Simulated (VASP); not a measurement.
An input for Ansatz (written as the equivalent of a VASP run, and not itself run):

Ansatz 0.2 input:
```yaml
crystal:
  lattice:
    - [0.0000000, 3.3123231, 3.3123231]
    - [3.3123231, 0.0000000, 3.3123231]
    - [3.3123231, 3.3123231, 0.0000000]
  atoms:
    - { symbol: Sr, position: [0.0000000, 0.0000000, 0.0000000] }
    - { symbol: Te, position: [0.5000000, 0.5000000, 0.5000000] }
kpoints:
  mp_grid: { grid: [8, 8, 8] }
hamiltonian:
  xc: pbe
  dispersion: d3bj
  pseudopotentials: { kind: paw }
scf:
  occupations: { method: tetrahedron }
  max_iter: 100
output: { forces: true, stress: true, eigenvalues: true }
```

Question: Write the VASP files for the same calculation (PBE-D3(BJ)).

Answer: One answer among several that fit: 
File KPOINTS:
```
Automatic mesh
0
Gamma
  8 8 8
```

### POSCAR
```
SrTe
1
    0.0000000000     3.3123230542     3.3123230542
    3.3123230542    -0.0000000000     3.3123230542
    3.3123230542     3.3123230542     0.0000000000
Sr Te
1 1
Direct
  0.0000000000   0.0000000000   0.0000000000
  0.5000000000   0.5000000000   0.5000000000
```

### INCAR
```
! general
SYSTEM   =  SrTe
PREC     =  Accurate
ENCUT    =  520
LREAL    =  .False.
LASPH    =  .True.   ! aspherical one-centre terms

! electronic loop
EDIFF    =  1E-7   ! SCF stop (eV)
NELM     =  100   ! most electronic steps
ALGO     =  Normal   ! blocked Davidson
LMAXMIX  =  4   ! l cut-off of mixed one-centre charges

! smearing
ISMEAR   =  -5   ! tetrahedra, Bloechl

! functional
GGA      =  PE
IVDW     =  12   ! D3, Becke-Johnson

! ions
ISIF     =  2   ! forces and stress, cell fixed

! output
LWAVE    =  .False.
LCHARG   =  .True.
LORBIT   =  11   ! lm-projected
NEDOS    =  601   ! DOS grid
```

POTCAR, in this order: Sr_sv Te (PBE.64 set). Program: vasp_std.

Limits of the translation: each code has its own PAW files, so the cut-off isn't converted (ENCUT is set for VASP's; basis.ecutwfc is left out, and Ansatz then takes the one that its files recommend); Ansatz stops its SCF on the density residual and VASP on the energy change (EDIFF).

The compound is SrTe in the rock salt structure. It was relaxed first.
